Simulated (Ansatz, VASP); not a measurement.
# ZnS: VASP beside Ansatz

One calculation is typed for both programs; each brings its own data sets. How far apart do they land? The cell is taken from a series of runs on this material, whose earlier steps may have relaxed, scaled, displaced or heated it; both programs get it as it stands.

Program: Ansatz 0.2.0. Level of theory: plane waves, with VASP 6.6.1 beside it; zone-centre phonons at LDA. Results are calculated unless marked as measured.

## Step 1: The starting structure

The structure is cubic, space group F-43m (No. 216). Conventional cell: a = 5.114 Å, b = 5.114 Å, c = 5.114 Å, α = 90.00°, β = 90.00°, γ = 90.00°. Nearest to S lie 4 Zn at 2.21 Å. Nearest to Zn lie 4 S at 2.21 Å. Farther neighbours and most contacts between anions are not listed.

## Step 2: VASP: zone-centre phonons, LDA, pair 1

Second derivatives magnify differences that forces hide, and they need a tight electronic threshold.

Lines of VASP's logs that name or quote its potential files are left out, and so is its time.

Contents of INCAR:

```
SYSTEM = ZnS
PREC = Accurate
ENCUT = 500
EDIFF = 1E-08
NELM = 120
ISMEAR = 0
SIGMA = 0.01
LREAL = .FALSE.
ALGO = Normal
GGA = CA
NBANDS = 15
LORBIT = 11
LWAVE = .FALSE.
LCHARG = .FALSE.
ISIF = 2
IBRION = 8
LEPSILON = .TRUE.
LASPH = .TRUE.
GGA_COMPAT = .FALSE.
EFERMI = MIDGAP
KPAR = 2
```

Contents of POSCAR:

```
ZnS
1.0
    0.0000000000      2.5569612983      2.5569612983
    2.5569612983      0.0000000000      2.5569612983
    2.5569612983      2.5569612983      0.0000000000
S Zn
1 1
Direct
    0.0000000000      0.0000000000      0.0000000000
    0.7500000000      0.7500000000      0.7500000000
```

Contents of KPOINTS:

```
Automatic mesh
0
Gamma
12 12 12
0 0 0
```

The projector-augmented-wave data sets are S and Zn (LDA family, release 64).

Started as:

```console
$ mpirun -np 2 vasp_std
```

Numbers of over 12 decimals in the logs are rounded to 6 here.

Log:

```text
[banner, memory and clock lines left out]
running    2 mpi-ranks, on    1 nodes
 distrk:  each k-point on    1 cores,    2 groups
 distr:  one band on    1 cores,    1 groups

 POSCAR found type information on POSCAR S Zn
 POSCAR found :  2 types and       2 ions
 LDA part: xc-table for (Slater(with rela. corr.)+CA(PZ))
 , standard interpolation
 POSCAR, INCAR and KPOINTS ok, starting setup
 FFT: planning ... GRIDC
 FFT: planning ... GRID_SOFT
 FFT: planning ... GRID
 WAVECAR not read
 entering main loop
       N       E                     dE             d eps       ncg     rms          rms(c)
DAV:   1     0.821259319569E+02    0.82126E+02   -0.85475E+03  2160   0.146E+03
DAV:   2    -0.329314739634E+01   -0.85419E+02   -0.80407E+02  2412   0.271E+02
DAV:   3    -0.850349696614E+01   -0.52103E+01   -0.51867E+01  2692   0.645E+01
DAV:   4    -0.855780576131E+01   -0.54309E-01   -0.54285E-01  2552   0.677E+00
DAV:   5    -0.855837039856E+01   -0.56464E-03   -0.56462E-03  2769   0.682E-01    0.946E+00
DAV:   6    -0.812366948001E+01    0.43470E+00   -0.87004E-01  3209   0.368E+01    0.708E+00
DAV:   7    -0.808598066563E+01    0.37689E-01   -0.30864E-01  2629   0.650E+00    0.329E+00
DAV:   8    -0.807908465453E+01    0.68960E-02   -0.84125E-03  3174   0.207E+00    0.758E-01
DAV:   9    -0.807833623953E+01    0.74841E-03   -0.18825E-03  2363   0.334E-01    0.716E-02
DAV:  10    -0.807834113600E+01   -0.48965E-05   -0.13641E-04  2727   0.112E-01    0.705E-02
DAV:  11    -0.807834463510E+01   -0.34991E-05   -0.11935E-05  3254   0.739E-02    0.415E-02
DAV:  12    -0.807834315904E+01    0.14761E-05   -0.34484E-06  3218   0.296E-02    0.280E-03
DAV:  13    -0.807834319140E+01   -0.32364E-07   -0.37214E-07  2650   0.553E-03    0.327E-03
DAV:  14    -0.807834318716E+01    0.42423E-08   -0.17327E-08  1944   0.885E-04
   1 F= -.80783432E+01 E0= -.80783432E+01  d E =0.000000E+00
 Linear response reoptimize wavefunctions to high precision
DAV:   1    -0.807834318683E+01    0.32514E-09   -0.29494E-09  2466   0.915E-04
DAV:   2    -0.807834318687E+01   -0.38881E-10   -0.31505E-10  1255   0.146E-04
 Linear response G [H, r] |phi>, progress :
  Direction:   1
       N       E                     dE             d eps       ncg     rms
RMM:   1    -0.497582046926E+02   -0.49758E+02    0.15388E+02  3688   0.776E+01
RMM:   2    -0.506488779374E+02   -0.89067E+00   -0.11075E+01  3606   0.289E+01
RMM:   3    -0.508265297651E+02   -0.17765E+00   -0.91534E-01  4003   0.739E+00
RMM:   4    -0.508377197976E+02   -0.11190E-01   -0.35142E-02  4139   0.156E+00
RMM:   5    -0.508382011640E+02   -0.48137E-03   -0.27205E-03  4226   0.379E-01
RMM:   6    -0.508383325842E+02   -0.13142E-03   -0.37122E-04  4215   0.104E-01
RMM:   7    -0.508383294774E+02    0.31068E-05   -0.77054E-05  4307   0.315E-02
RMM:   8    -0.508383309697E+02   -0.14924E-05   -0.43636E-05  4297   0.110E-02
RMM:   9    -0.508383296705E+02    0.12993E-05   -0.24052E-05  3938   0.384E-03
RMM:  10    -0.508383285805E+02    0.10900E-05   -0.18180E-05  3283   0.177E-03
RMM:  11    -0.508383273987E+02    0.11818E-05   -0.44526E-06  2925   0.883E-04
RMM:  12    -0.508383273196E+02    0.79085E-07    0.18668E-05  2487   0.625E-04
RMM:  13    -0.508383273412E+02   -0.21625E-07    0.51220E-06  2239   0.492E-04
RMM:  14    -0.508383273302E+02    0.11066E-07    0.26666E-05  2015   0.486E-04
RMM:  15    -0.508383270561E+02    0.27409E-06    0.15649E-05  1846   0.463E-04
RMM:  16    -0.508383270037E+02    0.52384E-07    0.27651E-05  1733   0.464E-04
 Linear response G [H, r] |phi>, progress :
  Direction:   2
       N       E                     dE             d eps       ncg     rms
RMM:   1    -0.511719257792E+02   -0.51172E+02    0.11776E+02  3715   0.758E+01
RMM:   2    -0.523600844754E+02   -0.11882E+01   -0.10336E+01  3587   0.281E+01
RMM:   3    -0.524788764496E+02   -0.11879E+00   -0.82485E-01  4002   0.699E+00
RMM:   4    -0.524876128243E+02   -0.87364E-02   -0.35822E-02  4167   0.150E+00
RMM:   5    -0.524876667605E+02   -0.53936E-04   -0.28535E-03  4205   0.379E-01
RMM:   6    -0.524877953214E+02   -0.12856E-03   -0.44855E-04  4215   0.108E-01
RMM:   7    -0.524877854981E+02    0.98233E-05   -0.68659E-05  4284   0.336E-02
RMM:   8    -0.524877871984E+02   -0.17003E-05   -0.77048E-06  4280   0.119E-02
RMM:   9    -0.524877857442E+02    0.14542E-05    0.38398E-05  3859   0.417E-03
RMM:  10    -0.524877841005E+02    0.16438E-05    0.60393E-05  3257   0.188E-03
RMM:  11    -0.524877849741E+02   -0.87364E-06    0.45645E-05  2883   0.876E-04
RMM:  12    -0.524877847333E+02    0.24077E-06    0.57468E-05  2491   0.586E-04
RMM:  13    -0.524877846810E+02    0.52368E-07    0.35098E-05  2211   0.450E-04
RMM:  14    -0.524877846120E+02    0.68924E-07    0.53356E-05  2040   0.409E-04
RMM:  15    -0.524877846520E+02   -0.40000E-07    0.26401E-05  1891   0.403E-04
RMM:  16    -0.524877846364E+02    0.15628E-07    0.44605E-05  1758   0.390E-04
[...]
Direction:   1
       N       E                     dE             d eps       ncg     rms          rms(c)
RMM:   1    -0.586967080454E+00   -0.58697E+00   -0.21437E+00  2773   0.417E+00
RMM:   2    -0.606593994277E+00   -0.19627E-01   -0.12961E-02  3848   0.882E-01
RMM:   3    -0.606960279304E+00   -0.36629E-03   -0.66282E-04  3938   0.167E-01
[...]
RMM:   5    -0.498139888887E+00   -0.55428E-02   -0.78469E-04 15014   0.180E-01    0.408E-02
RMM:   6    -0.498597448803E+00   -0.45756E-03   -0.10806E-04 15017   0.689E-02    0.234E-02
RMM:   7    -0.498866216393E+00   -0.26877E-03   -0.95698E-06 15167   0.210E-02    0.200E-03
RMM:   8    -0.498873839477E+00   -0.76231E-05   -0.68580E-07 15787   0.461E-03    0.597E-04
RMM:   9    -0.498872257696E+00    0.15818E-05   -0.20920E-07 16023   0.144E-03    0.439E-04
RMM:  10    -0.498876195083E+00   -0.39374E-05   -0.21971E-09 15577   0.433E-04    0.163E-04
RMM:  11    -0.498875360371E+00    0.83471E-06    0.92493E-09 12836   0.167E-04    0.261E-05
RMM:  12    -0.498875282213E+00    0.78158E-07    0.14986E-08 11188   0.880E-05    0.273E-06
 change of polarisation eV/A/(eV/A) component  1 :     0.951     0.195     0.121
 dielectric tensor                  component  1 :     6.147     1.056     0.652
 Linear response to external field, progress :
  Direction:   2
       N       E                     dE             d eps       ncg     rms          rms(c)
RMM:   1    -0.504039584136E+00   -0.50404E+00   -0.18093E+00 10642   0.398E+00
RMM:   2    -0.522194306834E+00   -0.18155E-01   -0.12799E-02 15117   0.850E-01    0.137E+00
RMM:   3    -0.488490228201E+00    0.33704E-01   -0.22162E-02 14709   0.857E-01    0.711E-01
RMM:   4    -0.492594956606E+00   -0.41047E-02   -0.14732E-02 15069   0.690E-01    0.183E-01
RMM:   5    -0.498139704459E+00   -0.55447E-02   -0.80076E-04 15017   0.180E-01    0.407E-02
RMM:   6    -0.498597660762E+00   -0.45796E-03   -0.10776E-04 15018   0.689E-02    0.234E-02
RMM:   7    -0.498865978892E+00   -0.26832E-03   -0.11194E-05 15172   0.210E-02    0.199E-03
RMM:   8    -0.498873465099E+00   -0.74862E-05   -0.55189E-07 15800   0.460E-03    0.595E-04
RMM:   9    -0.498871925817E+00    0.15393E-05   -0.13210E-07 16010   0.144E-03    0.438E-04
RMM:  10    -0.498875876912E+00   -0.39511E-05    0.72622E-09 15558   0.433E-04    0.162E-04
RMM:  11    -0.498875016687E+00    0.86022E-06    0.10513E-08 12923   0.168E-04    0.254E-05
RMM:  12    -0.498874947988E+00    0.68699E-07    0.10072E-08 11125   0.875E-05    0.267E-06
 change of polarisation eV/A/(eV/A) component  2 :     0.157     0.951     0.116
 dielectric tensor                  component  2 :     0.852     6.147     0.629
 Linear response to external field, progress :
  Direction:   3
       N       E                     dE             d eps       ncg     rms          rms(c)
RMM:   1    -0.504013159548E+00   -0.50401E+00   -0.18091E+00 10641   0.398E+00
RMM:   2    -0.522192737589E+00   -0.18180E-01   -0.12797E-02 15109   0.849E-01    0.137E+00
RMM:   3    -0.488490985007E+00    0.33702E-01   -0.22172E-02 14718   0.857E-01    0.711E-01
RMM:   4    -0.492595597628E+00   -0.41046E-02   -0.14738E-02 15066   0.690E-01    0.183E-01
RMM:   5    -0.498141262224E+00   -0.55457E-02   -0.80281E-04 15020   0.180E-01    0.408E-02
RMM:   6    -0.498597119266E+00   -0.45586E-03   -0.10857E-04 15013   0.689E-02    0.234E-02
RMM:   7    -0.498866044937E+00   -0.26893E-03   -0.11379E-05 15164   0.210E-02    0.200E-03
RMM:   8    -0.498873492851E+00   -0.74479E-05   -0.62154E-07 15795   0.461E-03    0.596E-04
RMM:   9    -0.498871921978E+00    0.15709E-05   -0.16312E-07 16019   0.144E-03    0.438E-04
RMM:  10    -0.498875875673E+00   -0.39537E-05    0.91127E-10 15580   0.432E-04    0.163E-04
RMM:  11    -0.498875015827E+00    0.85985E-06    0.54329E-09 12892   0.168E-04    0.252E-05
RMM:  12    -0.498874947320E+00    0.68508E-07    0.10749E-08 11098   0.870E-05    0.264E-06
 change of polarisation eV/A/(eV/A) component  3 :     0.132     0.184     0.951
 dielectric tensor                  component  3 :     0.712     0.997     6.147
 Linear response DOF=           2
 Linear response progress:
  Degree of freedom:   1/  2
       N       E                     dE             d eps       ncg     rms          rms(c)
RMM:   1    -0.105288546634E+00   -0.10529E+00    0.57099E-02 20668   0.247E+00
RMM:   2    -0.102632188011E+00    0.26564E-02   -0.55688E-03 13602   0.751E-01    0.200E-01
RMM:   3    -0.103115034602E+00   -0.48285E-03   -0.40343E-04 14670   0.166E-01    0.102E-01
RMM:   4    -0.103582447041E+00   -0.46741E-03   -0.57113E-05 14756   0.589E-02    0.197E-02
RMM:   5    -0.103592085317E+00   -0.96383E-05   -0.18633E-06 15224   0.153E-02    0.103E-02
RMM:   6    -0.103576824587E+00    0.15261E-04    0.42135E-07 15120   0.458E-03    0.541E-03
RMM:   7    -0.103580753366E+00   -0.39288E-05   -0.18505E-07 14919   0.147E-03    0.811E-04
RMM:   8    -0.103580808606E+00   -0.55240E-07    0.47749E-08 15916   0.336E-04    0.145E-04
RMM:   9    -0.103580310339E+00    0.49827E-06   -0.17945E-09 15806   0.108E-04    0.520E-05
RMM:  10    -0.103580450717E+00   -0.14038E-06    0.84121E-09 15757   0.426E-05    0.110E-05
RMM:  11    -0.103580448098E+00    0.26195E-08    0.87876E-10 15622   0.180E-05    0.494E-06
 first order change of Fermi-energy   0.27467E+00
 force on displaced ion       1 direction 1 :  -9.592   0.000   0.000
 Born effective charge ion    1 direction 1 :  -1.762   0.000   0.000
 Linear response progress:
  Degree of freedom:   2/  2
       N       E                     dE             d eps       ncg     rms          rms(c)
RMM:   1    -0.211945381324E+00   -0.21195E+00    0.23135E-02 12047   0.233E+00
RMM:   2    -0.209918923440E+00    0.20265E-02   -0.32439E-03 13336   0.550E-01    0.149E-01
RMM:   3    -0.209785070835E+00    0.13385E-03   -0.98552E-05 15885   0.832E-02    0.873E-02
RMM:   4    -0.209629139365E+00    0.15593E-03   -0.19685E-05 15931   0.354E-02    0.596E-03
RMM:   5    -0.209635401514E+00   -0.62621E-05    0.19894E-07 16439   0.543E-03    0.217E-03
RMM:   6    -0.209642304853E+00   -0.69033E-05   -0.14791E-07 16130   0.169E-03    0.378E-04
RMM:   7    -0.209643141885E+00   -0.83703E-06   -0.16620E-08 16599   0.460E-04    0.140E-04
RMM:   8    -0.209643334768E+00   -0.19288E-06   -0.15541E-08 16339   0.171E-04    0.381E-05
RMM:   9    -0.209643166252E+00    0.16852E-06   -0.29665E-10 16766   0.505E-05    0.226E-05
RMM:  10    -0.209643084384E+00    0.81867E-07   -0.17395E-09 16399   0.207E-05    0.184E-06
RMM:  11    -0.209643085575E+00   -0.11907E-08   -0.77541E-10 13690   0.804E-06    0.919E-07
 first order change of Fermi-energy  -0.27442E+00
 force on displaced ion       2 direction 1 :  -9.592  -0.000  -0.000
 Born effective charge ion    2 direction 1 :   1.761   0.000   0.000
 Born effective charges drift removed
 Linear response finished
```

Parts of OUTCAR (step 2):

```text
ion  position               nearest neighbor table
   1  0.000  0.000  0.000-   2 2.21   2 2.21   2 2.21   2 2.21
   2  0.750  0.750  0.750-   1 2.21   1 2.21   1 2.21   1 2.21

  LATTYP: Found a face centered cubic cell.
 ALAT       =     5.1139225966

 Subroutine GETGRP returns: Found 24 space group operations
 (whereof 24 operations were pure point group operations)

The static configuration has the point symmetry T_d .

 Found     72 irreducible k-points:

   k-points           NKPTS =     72   k-points in BZ     NKDIM =     72   number of bands    NBANDS=     15

   dimension x,y,z NGX =    28 NGY =   28 NGZ =   28
   dimension x,y,z NGXF=    56 NGYF=   56 NGZF=   56

   ENCUT  =  500.0 eV  36.75 Ry    6.06 a.u.   6.59  6.59  6.59*2*pi/ulx,y,z

   NELECT =      18.0000    total number of electrons

 k-points in reciprocal lattice and weights: Automatic mesh
   0.00000000  0.00000000  0.00000000       0.001
   0.08333333  0.00000000  0.00000000       0.005
   0.16666667  0.00000000  0.00000000       0.005
   0.25000000  0.00000000  0.00000000       0.005
   0.33333333  0.00000000  0.00000000       0.005
   0.41666667  0.00000000  0.00000000       0.005
   0.50000000  0.00000000  0.00000000       0.002
   0.08333333  0.08333333  0.00000000       0.003
   0.16666667  0.08333333  0.00000000       0.014
[...]
-0.33333333  0.50000000  0.16666667       0.007
  -0.25000000  0.50000000  0.25000000       0.003

 average (electrostatic) potential at core
       1 -87.9028       2 -36.2870

  Total        2.4791758      2.4791758      2.4791758     -0.0000000     -0.0000000      0.0000000
  in kB      118.7997280    118.7997280    118.7997280     -0.0000000     -0.0000000      0.0000000
  external PRESSURE =     118.7997280 kB  Pullay stress =       0.0000000 kB

  energy-cutoff  :      500.00
  volume of cell :       33.44
      direct lattice vectors                 reciprocal lattice vectors
     0.000000000  2.556961298  2.556961298    -0.195544610  0.195544610  0.195544610
     2.556961298  0.000000000  2.556961298     0.195544610 -0.195544610  0.195544610
     2.556961298  2.556961298  0.000000000     0.195544610  0.195544610 -0.195544610

 POSITION                                       TOTAL-FORCE (eV/Angst)
 -----------------------------------------------------------------------------------
      0.00000      0.00000      0.00000        -0.000000     -0.000000     -0.000000
      3.83544      3.83544      3.83544         0.000000      0.000000      0.000000
 -----------------------------------------------------------------------------------
    total drift:                                0.000001      0.000001      0.000001

 MACROSCOPIC STATIC DIELECTRIC TENSOR (including local field effects in DFT)
 ------------------------------------------------------
           6.146994     0.000000     0.000000
           0.000000     6.146994    -0.000000
           0.000000     0.000000     6.146994
 ------------------------------------------------------

 PIEZOELECTRIC TENSOR (including local field effects)  for field in x, y, z        (C/m^2)
          XX          YY          ZZ          XY          YZ          ZX
  --------------------------------------------------------------------------------
  x     0.00000     0.00000     0.00000     0.00000    -0.61394     0.00000
  y    -0.00000     0.00000     0.00000     0.00000     0.00000    -0.61394
  z     0.00000    -0.00000    -0.00000    -0.61394     0.00000     0.00000

 BORN EFFECTIVE CHARGES (including local field effects) (in |e|, cummulative output)
 ---------------------------------------------------------------------------------
 ion    1
    1    -1.76118     0.00000     0.00000
    2    -0.00000    -1.76118    -0.00000
    3     0.00000     0.00000    -1.76118
 ion    2
    1     1.76118    -0.00000    -0.00000
    2     0.00000     1.76118     0.00000
    3    -0.00000    -0.00000     1.76118

 Eigenvectors and eigenvalues of the dynamical matrix
 ----------------------------------------------------

   1 f  =   10.438268 THz    65.585572 2PiTHz  348.183142 cm-1    43.169188 meV
             X         Y         Z           dx          dy          dz
      0.000000  0.000000  0.000000     0.433836    0.694813    0.000000
      3.835442  3.835442  3.835442    -0.303797   -0.486548   -0.000000

   2 f  =   10.438268 THz    65.585572 2PiTHz  348.183142 cm-1    43.169188 meV
             X         Y         Z           dx          dy          dz
      0.000000  0.000000  0.000000     0.694813   -0.433836   -0.000000
      3.835442  3.835442  3.835442    -0.486548    0.303797   -0.000000

   3 f  =   10.438268 THz    65.585572 2PiTHz  348.183142 cm-1    43.169188 meV
             X         Y         Z           dx          dy          dz
      0.000000  0.000000  0.000000     0.000000    0.000000    0.819133
      3.835442  3.835442  3.835442     0.000000    0.000000   -0.573604

   4 f/i=    0.000104 THz     0.000653 2PiTHz    0.003467 cm-1     0.000430 meV
             X         Y         Z           dx          dy          dz
      0.000000  0.000000  0.000000     0.018025    0.410523    0.400209
      3.835442  3.835442  3.835442     0.025741    0.586245    0.571518

   5 f/i=    0.000104 THz     0.000653 2PiTHz    0.003467 cm-1     0.000430 meV
             X         Y         Z           dx          dy          dz
      0.000000  0.000000  0.000000     0.573319   -0.012097   -0.013413
      3.835442  3.835442  3.835442     0.818727   -0.017275   -0.019155

   6 f/i=    0.000104 THz     0.000653 2PiTHz    0.003467 cm-1     0.000430 meV
             X         Y         Z           dx          dy          dz
      0.000000  0.000000  0.000000    -0.001159    0.400432   -0.410699
      3.835442  3.835442  3.835442    -0.001656    0.571836   -0.586498

 MACROSCOPIC STATIC DIELECTRIC TENSOR IONIC CONTRIBUTION
 ------------------------------------------------------
           1.750130     0.000000     0.000000
           0.000000     1.750130     0.000000
           0.000000     0.000000     1.750130
 ------------------------------------------------------

 ELASTIC MODULI CONTR FROM IONIC RELAXATION (kBar)
 Direction    XX          YY          ZZ          XY          YZ          ZX
 --------------------------------------------------------------------------------
 XX          -0.0000     -0.0000     -0.0000     -0.0000     -0.0000      0.0000
 YY          -0.0000     -0.0000     -0.0000     -0.0000     -0.0000     -0.0000
 ZZ          -0.0000     -0.0000     -0.0000     -0.0000     -0.0000      0.0000
 XY          -0.0000     -0.0000     -0.0000   -658.7257     -0.0000     -0.0000
 YZ          -0.0000     -0.0000     -0.0000     -0.0000   -658.7257     -0.0000
 ZX           0.0000     -0.0000      0.0000     -0.0000     -0.0000   -658.7257
 --------------------------------------------------------------------------------

 PIEZOELECTRIC TENSOR IONIC CONTR  for field in x, y, z        (C/m^2)
          XX          YY          ZZ          XY          YZ          ZX
  --------------------------------------------------------------------------------
  x     0.00000     0.00000     0.00000     0.00000     1.01032     0.00000
  y    -0.00000     0.00000    -0.00000     0.00000     0.00000     1.01032
  z     0.00000     0.00000     0.00000     1.01032     0.00000     0.00000
```

(Part 1 of 3 ends here.)

[Lines on the potential files, build, host, timing and source positions are cut from VASP's logs without a mark.]

[Logs are printed without paths, hosts, clocks, repeated set-up lines and the standing remarks that a program may print on its own settings, such as how far it seeks lower states.]

[Hosts, paths, dates, database ids (printed as entryN), source tags and the programs' standing remarks are cut or masked in the printed files.]
